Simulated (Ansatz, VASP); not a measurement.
## Sr4Li8Al14Si10O49 (glassy 40SiO2-28Al2O3-16Li2O-16SrO (mol %)) in two plane-wave programs

One calculation is typed for both programs; each brings its own data sets. How far apart do they land? The structure shown is the start of the Ansatz relaxation below; VASP solves that cell, so the two are compared at the walk's first step.

Main program and level: Ansatz 0.2.0; plane waves, with VASP 6.6.1 beside it; single point at PBE.

### Step 1. The starting structure

The cell holds 85 atoms: 10 Si, 14 Al, 8 Li, 4 Sr and 49 O. Cell: a = 10.152 Å, b = 10.152 Å, c = 10.152 Å, α = 90.0°, β = 90.0°, γ = 90.0°. As first built, before any earlier steps moved the atoms (in the runner's words): 85 atoms (10 Si, 14 Al, 8 Li, 4 Sr, 49 O) placed at random at 2.93 g/cm^3, melted at 4000 K for 10 ps at fixed volume with the Morse and Coulomb pair potential with partial charges (Pedone, Malavasi, Menziani, Cormack and Segre, J. Phys. Chem. B 110, 11780 (2006)). Quenched from 4000 K to 300 K at 6 K/ps and fixed volume, held 5 ps, then minimised at fixed cell.

### Step 2. Ansatz: relaxation, PBE

Ansatz runs on its default PAW (the set named soft_2) files.

The two programs are compared at the cell with which this relaxation starts, whose forces are those of its first step.

input.yaml

```yaml
crystal:
  lattice:
    - [10.1517, 0.0, 0.0]
    - [0.0, 10.1517, 0.0]
    - [0.0, 0.0, 10.1517]
  atoms:
    - { symbol: Si, position: [0.95811, 0.31029, 0.03612] }
    - { symbol: Si, position: [0.97248, 0.76066, 0.50702] }
    - { symbol: Si, position: [0.26036, 0.21066, 0.7519] }
    - { symbol: Si, position: [0.16193, 0.83019, 0.17995] }
    - { symbol: Si, position: [0.65581, 0.71788, 0.01924] }
    - { symbol: Si, position: [0.08836, 0.65425, 0.8292] }
    - { symbol: Si, position: [0.25772, 0.23342, 0.32258] }
    - { symbol: Si, position: [0.72484, 0.10588, 0.78944] }
    - { symbol: Si, position: [0.48281, 0.54152, 0.65406] }
    - { symbol: Si, position: [0.63758, 0.06617, 0.35462] }
    - { symbol: Al, position: [0.91154, 0.41749, 0.72417] }
    - { symbol: Al, position: [0.5508, 0.2426, 0.60854] }
    - { symbol: Al, position: [0.63715, 0.40821, 0.85342] }
    - { symbol: Al, position: [0.39229, 0.8792, 0.97905] }
    - { symbol: Al, position: [0.4056, 0.49499, 0.28482] }
    - { symbol: Al, position: [0.35428, 0.95646, 0.41031] }
    - { symbol: Al, position: [0.37228, 0.31501, 0.03914] }
    - { symbol: Al, position: [0.74219, 0.67819, 0.72516] }
    - { symbol: Al, position: [0.27613, 0.69149, 0.48947] }
    - { symbol: Al, position: [0.58761, 0.12927, 0.05197] }
    - { symbol: Al, position: [0.25223, 0.88968, 0.70738] }
    - { symbol: Al, position: [0.661, 0.40675, 0.13288] }
    - { symbol: Al, position: [0.85706, 0.85277, 0.24814] }
    - { symbol: Al, position: [0.1862, 0.54185, 0.0756] }
    - { symbol: Li, position: [0.40156, 0.60244, 0.94044] }
    - { symbol: Li, position: [0.53726, 0.8487, 0.69172] }
    - { symbol: Li, position: [0.85912, 0.54392, 0.9535] }
    - { symbol: Li, position: [0.20942, 0.11397, 0.03515] }
    - { symbol: Li, position: [0.70854, 0.36556, 0.47294] }
    - { symbol: Li, position: [0.1764, 0.47416, 0.62496] }
    - { symbol: Li, position: [0.44771, 0.04283, 0.79642] }
    - { symbol: Li, position: [0.006, 0.0886, 0.22545] }
    - { symbol: Sr, position: [0.62302, 0.71549, 0.38056] }
    - { symbol: Sr, position: [0.99508, 0.14173, 0.54334] }
    - { symbol: Sr, position: [0.98009, 0.94983, 0.91417] }
    - { symbol: Sr, position: [0.00911, 0.46424, 0.35309] }
    - { symbol: O, position: [0.63317, 0.17432, 0.47287] }
    - { symbol: O, position: [0.34612, 0.47435, 0.11076] }
    - { symbol: O, position: [0.40669, 0.20809, 0.6878] }
    - { symbol: O, position: [0.57338, 0.45986, 0.26417] }
    - { symbol: O, position: [0.54029, 0.41645, 0.574] }
    - { symbol: O, position: [0.75946, 0.51103, 0.77499] }
    - { symbol: O, position: [0.5561, 0.31236, 0.01581] }
    - { symbol: O, position: [0.88271, 0.72935, 0.36912] }
    - { symbol: O, position: [0.22008, 0.05406, 0.75426] }
    - { symbol: O, position: [0.32082, 0.12302, 0.41278] }
    - { symbol: O, position: [0.86626, 0.08719, 0.74174] }
    - { symbol: O, position: [0.10137, 0.22317, 0.32856] }
    - { symbol: O, position: [0.38489, 0.85462, 0.8109] }
    - { symbol: O, position: [0.01564, 0.16824, 0.04749] }
    - { symbol: O, position: [0.33882, 0.58488, 0.61662] }
    - { symbol: O, position: [0.60834, 0.13843, 0.21677] }
    - { symbol: O, position: [0.25258, 0.88663, 0.29324] }
    - { symbol: O, position: [0.49755, 0.49518, 0.80721] }
    - { symbol: O, position: [0.10486, 0.66566, 0.48581] }
    - { symbol: O, position: [0.2859, 0.26402, 0.90307] }
    - { symbol: O, position: [0.82091, 0.34512, 0.12336] }
    - { symbol: O, position: [0.67411, 0.55217, 0.02868] }
    - { symbol: O, position: [0.209, 0.59845, 0.91725] }
    - { symbol: O, position: [0.12885, 0.78392, 0.75177] }
    - { symbol: O, position: [0.3158, 0.85561, 0.54839] }
    - { symbol: O, position: [0.5264, 0.9529, 0.38232] }
    - { symbol: O, position: [0.58753, 0.66398, 0.63283] }
    - { symbol: O, position: [0.31396, 0.21936, 0.17065] }
    - { symbol: O, position: [0.86478, 0.72796, 0.62046] }
    - { symbol: O, position: [0.71497, 0.09216, 0.94784] }
    - { symbol: O, position: [0.73883, 0.78316, 0.1373] }
    - { symbol: O, position: [0.38574, 0.6413, 0.36651] }
    - { symbol: O, position: [0.97625, 0.69056, 0.93312] }
    - { symbol: O, position: [0.01223, 0.8906, 0.1851] }
    - { symbol: O, position: [0.4598, 0.03663, 0.99559] }
    - { symbol: O, position: [0.91449, 0.34887, 0.88871] }
    - { symbol: O, position: [0.2995, 0.38299, 0.35779] }
    - { symbol: O, position: [0.03325, 0.53808, 0.73994] }
    - { symbol: O, position: [0.23172, 0.88194, 0.04389] }
    - { symbol: O, position: [0.77435, 0.98493, 0.32815] }
    - { symbol: O, position: [0.61889, 0.0203, 0.71539] }
    - { symbol: O, position: [0.02023, 0.90432, 0.50159] }
    - { symbol: O, position: [0.15698, 0.67207, 0.1796] }
    - { symbol: O, position: [0.0641, 0.42282, 0.08684] }
    - { symbol: O, position: [0.15849, 0.29056, 0.67183] }
    - { symbol: O, position: [0.66222, 0.26009, 0.76222] }
    - { symbol: O, position: [0.69942, 0.75494, 0.87281] }
    - { symbol: O, position: [0.88008, 0.37745, 0.56294] }
    - { symbol: O, position: [0.50121, 0.75398, 0.03657] }
kpoints:
  mp_grid: { grid: [1, 1, 1] }
hamiltonian:
  xc: pbe
scf:
  occupations: { method: fermi_dirac, width: 0.025 }
output:
  forces: true
relax:
  f_tol: 0.05
  max_steps: 150
  cell: {}
```

Run with:

```sh
> ansatz run input.yaml --threads 4 --pin off --max-ram 8192MiB --backend cpu --events-out ev --progress --plain --runs-dir out
```

Numbers of over 12 decimals in the logs are rounded to 6 here.

The log of the run:

```text
Engine: ansatz 0.2.0, x86_64-unknown-linux-gnu
Pseudopotentials: kind: paw
Pseudopotential: Si, paw, valence charge 4, recommended cutoff 420 eV (normal), Si.paw.azcp
Pseudopotential: Al, paw, valence charge 3, recommended cutoff 420 eV (normal), Al.paw.azcp
Pseudopotential: Li, paw, valence charge 3, recommended cutoff 420 eV (normal), Li.paw.azcp
Pseudopotential: Sr, paw, valence charge 10, recommended cutoff 420 eV (normal), Sr.paw.azcp
Pseudopotential: O, paw, valence charge 6, recommended cutoff 420 eV (normal), O.paw.azcp
Functional definition: PBE
  parameter kappa = 0.804
  parameter beta = 0.066725
  exchange = pbe_x(kappa = kappa, mu = beta*pi^2/3)
  correlation = pbe_c(beta = beta)
Crystal: 85 atoms, lattice volume = 1046.204 Å³
Basis set: ecut = 420 eV, 20341 PW (Γ), exchange–correlation on 144×144×144 points (8 copies of the dense FFT grid, shifted against one another)
Bands: 305, of which v1, the nominal top of the filled ones, is band 220 counted from 1 (219 counted from 0)
Symmetry: 1 space group operations
Space group: P1 (ITA 1), of the structure as read, at distance tolerance 1.0e-4 Å
k-points: 1
Non-local potential: Si, projectors of the file, l = 0: 2, l = 1: 2, l = 2: 2
Non-local potential: Al, projectors of the file, l = 0: 2, l = 1: 2, l = 2: 1
Non-local potential: Li, projectors of the file, l = 0: 3, l = 1: 2, l = 2: 1
Non-local potential: Sr, projectors of the file, l = 0: 3, l = 1: 2, l = 2: 2
Non-local potential: O, projectors of the file, l = 0: 2, l = 1: 2, l = 2: 1
PAW form: soft (Blöchl's): semilocal exchange-correlation on the pseudo side does not see the compensation charge
PAW one-centre angular grid: Si, 110 points (default); XC on 64 Gauss nodes
PAW one-centre angular grid: Al, 110 points (default); XC on 64 Gauss nodes
PAW one-centre angular grid: Li, 110 points (default); XC on 64 Gauss nodes
PAW one-centre angular grid: Sr, 110 points (default); XC on 64 Gauss nodes
PAW one-centre angular grid: O, 110 points (default); XC on 64 Gauss nodes
Initial density: superposition of atomic densities (neutral atoms: chi_scale 0, normalization atom), corrected by the library's trained network
Initial wavefunctions: pseudopotential atomic-orbital guess
Functional: x = pbe(κ = 0.804, μ = 0.219515), c = pbe(β = 0.066725)
SCF iter   1: F=—  HF=-57611.453023 eV  |F-HF|=—  |Δ(HF+E_count)|=         —  Δρ=1.98e-3  dr2=6.40e-2  ethr=1.77e-3  ⟨swp⟩=7.0  Hψ=1558  notcnv=0  defer=58
preconditioner: auto → Resta (q_TF=auto, 2.362 Å⁻¹)  ε∞=3.3  [insulator: Δε(μ)=3.188 eV  Ē_g=15.432 eV  σ=0.025 eV  W_gap=1.00  n_scr=250 (ndim 8)  ℏωp=23.4 eV  f_vac=0.061  D(μ)=0.00/eV (n_scr^D=0)  ε∞_Penn≈3.3]
SCF iter   2: F=—  HF=-57611.457506 eV  |F-HF|=—  |Δ(HF+E_count)|=   4.48e-3  Δρ=1.10e-3  dr2=1.62e-2  ethr=1.46e-5  ⟨swp⟩=2.0  Hψ=496  notcnv=0  defer=79
SCF iter   3: F=—  HF=-57611.458939 eV  |F-HF|=—  |Δ(HF+E_count)|=   1.43e-3  Δρ=5.14e-4  dr2=4.77e-3  ethr=3.69e-6  ⟨swp⟩=2.0  Hψ=395  notcnv=0  defer=79
SCF iter   4: F=—  HF=-57611.458800 eV  |F-HF|=—  |Δ(HF+E_count)|=   1.39e-4  Δρ=1.67e-4  dr2=3.33e-4  ethr=1.08e-6  ⟨swp⟩=2.0  Hψ=393  notcnv=0  defer=79
SCF iter   5: F=—  HF=-57611.458906 eV  |F-HF|=—  |Δ(HF+E_count)|=   1.06e-4  Δρ=1.13e-4  dr2=1.21e-4  ethr=7.56e-8  ⟨swp⟩=2.0  Hψ=389  notcnv=0  defer=79
SCF iter   6: F=—  HF=-57611.458913 eV  |F-HF|=—  |Δ(HF+E_count)|=   6.60e-6  Δρ=3.15e-5  dr2=1.13e-5  ethr=2.76e-8  ⟨swp⟩=2.0  Hψ=388  notcnv=0  defer=79
SCF iter   7: F=—  HF=-57611.460751 eV  |F-HF|=—  |Δ(HF+E_count)|=   1.84e-3  Δρ=1.33e-5  dr2=1.83e-6  ethr=2.57e-9  ⟨swp⟩=2.0  Hψ=524  notcnv=0  defer=79
SCF iter   8: F=—  HF=-57611.460753 eV  |F-HF|=—  |Δ(HF+E_count)|=   1.71e-6  Δρ=8.97e-6  dr2=7.24e-7  ethr=4.17e-10  ⟨swp⟩=2.0  Hψ=434  notcnv=0  defer=79
SCF iter   9: F=-57611.460753 eV  HF=-57611.460753 eV  |F-HF|=2.68e-8  |Δ(HF+E_count)|=   4.31e-8  Δρ=1.88e-6  dr2=4.06e-8  ethr=2.27e-11  ⟨swp⟩=2.0  Hψ=941  notcnv=0
SCF 1 converged in 9 iterations: F = -57611.460753 eV  dr2 = 4.06e-8
  greatest PAW one-centre occupation: 1.000 electrons in one spin orbital (limit 2), on the Li atom at site 30 (counted from 0), in its partial waves of l = 0
relax step   1: F+E_penalty+E_count = -57611.46075284 eV  Δ(F+E_penalty+E_count) = +0.000e0 eV  max|allowed force component| = 3.603e0 eV/Å  Δτ_max = 0.0000 Å  P = +3.598 GPa  Ω = 1046.204 Å³  (9 SCF iters, dr2 threshold 1.00e-7 eV, accepted)
Crystal: 85 atoms, lattice volume = 1035.138 Å³
Basis set: ecut = 420 eV, 20191 PW (Γ), exchange–correlation on 144×144×144 points (8 copies of the dense FFT grid, shifted against one another)
Initial density: handed on by an earlier stage of this run
Initial wavefunctions: those handed on with the density
iter 1 solved again at ethr=3.17e-4 eV; its pass at ethr=3.10e-3 eV (dr2=1.39e0 eV) is discarded
[...]
atom  65  O     -0.00515090    -0.00412710     0.01614228
  atom  66  O     -0.00137673    -0.00590594    -0.02143897
  atom  67  O     -0.00861957    -0.00576857     0.00019696
  atom  68  O     -0.00482002     0.00169180     0.00718067
  atom  69  O      0.00779929    -0.00004883    -0.01803723
  atom  70  O      0.00740987    -0.00532070     0.01755031
  atom  71  O      0.01050121     0.00792417    -0.00951432
  atom  72  O     -0.00218590     0.00697788    -0.01958931
  atom  73  O     -0.00464705    -0.00167274     0.00332294
  atom  74  O     -0.00906275     0.00778826    -0.00322135
  atom  75  O      0.02527158     0.00008725    -0.00559973
  atom  76  O     -0.02883866     0.00599271    -0.00420214
  atom  77  O      0.00670746    -0.01219062     0.00093605
  atom  78  O     -0.00110293    -0.00030283     0.01543018
  atom  79  O      0.00665089    -0.00977014    -0.00984036
  atom  80  O      0.01477320     0.00425134    -0.00139089
  atom  81  O     -0.00654823     0.00081756    -0.00396033
  atom  82  O      0.00001290    -0.00047835    -0.00585025
  atom  83  O      0.00622617     0.00061751    -0.01095181
  atom  84  O      0.02494562    -0.01908739     0.00285688
  atom  85  O     -0.00697405    -0.00296489    -0.00616861
  max |Σ_I F_I| component: 1.35e-4 eV/Å
--- Stress (GPa, compression-positive) ---
       -0.021019       0.003643       0.021380
        0.003640      -0.007731      -0.023126
        0.021379      -0.023127       0.019159
  P = ⅓ Tr σ = -0.0032 GPa (-0.032 kbar)
--- Relaxed structure (50 steps of the walk, 41 accepted, 2 SCFs on fresh bases) ---
  F+E_penalty+E_count = -57616.04228335 eV   max|allowed force component| = 3.284e-2 eV/Å   (the final SCF, on the basis selected at the relaxed cell)
  cell:  # Å, volume = 1058.9689 Å³
    - [10.073734, 0.142591, 0.150402]
    - [0.142591, 10.116986, -0.209409]
    - [0.150402, -0.209409, 10.399365]
  atoms:
    - { symbol: Si, position: [0.941054, 0.324551, 0.025852] }
    - { symbol: Si, position: [0.978230, 0.745660, 0.506312] }
    - { symbol: Si, position: [0.242674, 0.209147, 0.768679] }
    - { symbol: Si, position: [0.159070, 0.841963, 0.168755] }
    - { symbol: Si, position: [0.646831, 0.693792, -0.00340822] }
    - { symbol: Si, position: [0.088484, 0.667503, 0.833352] }
    - { symbol: Si, position: [0.235384, 0.229708, 0.320089] }
    - { symbol: Si, position: [0.725279, 0.108517, 0.780754] }
    - { symbol: Si, position: [0.505355, 0.534076, 0.641922] }
    - { symbol: Si, position: [0.633605, 0.056071, 0.359786] }
    - { symbol: Al, position: [0.951690, 0.408727, 0.717468] }
    - { symbol: Al, position: [0.545318, 0.223396, 0.622834] }
    - { symbol: Al, position: [0.685504, 0.425778, 0.836189] }
    - { symbol: Al, position: [0.393275, 0.876508, 0.976875] }
    - { symbol: Al, position: [0.391076, 0.490873, 0.279917] }
    - { symbol: Al, position: [0.339281, 0.960650, 0.405288] }
    - { symbol: Al, position: [0.366795, 0.295556, 0.054382] }
    - { symbol: Al, position: [0.749719, 0.668895, 0.705546] }
    - { symbol: Al, position: [0.282999, 0.684286, 0.499253] }
    - { symbol: Al, position: [0.602895, 0.113355, 0.057544] }
    - { symbol: Al, position: [0.257592, 0.897212, 0.710864] }
    - { symbol: Al, position: [0.651694, 0.405762, 0.122430] }
    - { symbol: Al, position: [0.912250, 0.875717, 0.325861] }
    - { symbol: Al, position: [0.176101, 0.546610, 0.062840] }
    - { symbol: Li, position: [0.404683, 0.590745, 0.912080] }
    - { symbol: Li, position: [0.558916, 0.855335, 0.720392] }
    - { symbol: Li, position: [0.912677, 0.690677, 1.093252] }
    - { symbol: Li, position: [0.192362, 0.114552, 0.042111] }
    - { symbol: Li, position: [0.738884, 0.346180, 0.525284] }
    - { symbol: Li, position: [0.210981, 0.468886, 0.670471] }
    - { symbol: Li, position: [0.455529, 0.062541, 0.822743] }
    - { symbol: Li, position: [-0.024207, 0.126766, 0.200329] }
    - { symbol: Sr, position: [0.619254, 0.717929, 0.341386] }
    - { symbol: Sr, position: [1.024805, 0.131966, 0.551996] }
    - { symbol: Sr, position: [0.965585, 0.961248, 0.900840] }
    - { symbol: Sr, position: [0.010171, 0.455113, 0.356235] }
    - { symbol: O, position: [0.632557, 0.168750, 0.476432] }
    - { symbol: O, position: [0.329405, 0.465779, 0.110675] }
    - { symbol: O, position: [0.386277, 0.207106, 0.692973] }
    - { symbol: O, position: [0.565887, 0.476442, 0.255177] }
    - { symbol: O, position: [0.550171, 0.396334, 0.563614] }
    - { symbol: O, position: [0.787480, 0.503598, 0.724126] }
    - { symbol: O, position: [0.545629, 0.287217, 0.040752] }
    - { symbol: O, position: [0.890716, 0.704328, 0.370750] }
    - { symbol: O, position: [0.185300, 0.057201, 0.749566] }
    - { symbol: O, position: [0.285888, 0.126921, 0.427906] }
    - { symbol: O, position: [0.871104, 0.075328, 0.722166] }
    - { symbol: O, position: [0.073294, 0.220813, 0.322246] }
    - { symbol: O, position: [0.394077, 0.876030, 0.806208] }
    - { symbol: O, position: [0.00774074, 0.176085, 0.032405] }
    - { symbol: O, position: [0.349990, 0.581898, 0.619823] }
    - { symbol: O, position: [0.637015, 0.119826, 0.219496] }
    - { symbol: O, position: [0.253458, 0.887205, 0.281792] }
    - { symbol: O, position: [0.521883, 0.501549, 0.794539] }
    - { symbol: O, position: [0.111000, 0.647796, 0.492344] }
    - { symbol: O, position: [0.276989, 0.240997, 0.920762] }
    - { symbol: O, position: [0.815484, 0.343990, 0.134235] }
    - { symbol: O, position: [0.666373, 0.522458, -0.00820417] }
    - { symbol: O, position: [0.218807, 0.604546, 0.910322] }
    - { symbol: O, position: [0.129886, 0.794655, 0.749516] }
[...]
- { symbol: O, position: [0.012439, 0.896866, 0.465039] }
    - { symbol: O, position: [0.132657, 0.682467, 0.168379] }
    - { symbol: O, position: [0.043822, 0.439368, 0.079191] }
    - { symbol: O, position: [0.128895, 0.304977, 0.712396] }
    - { symbol: O, position: [0.665414, 0.264731, 0.756884] }
    - { symbol: O, position: [0.689180, 0.746972, 0.853146] }
    - { symbol: O, position: [0.923380, 0.354580, 0.553134] }
    - { symbol: O, position: [0.485135, 0.730551, 0.017705] }
```

(Part 1 of 2 ends here.)

[Lines on the potential files, build, host, timing and source positions are cut from VASP's logs without a mark.]

[Logs are printed without paths, hosts, clocks, repeated set-up lines and the standing remarks that a program may print on its own settings, such as how far it seeks lower states.]

[Hosts, paths, dates, database ids (printed as entryN), source tags and the programs' standing remarks are cut or masked in the printed files.]
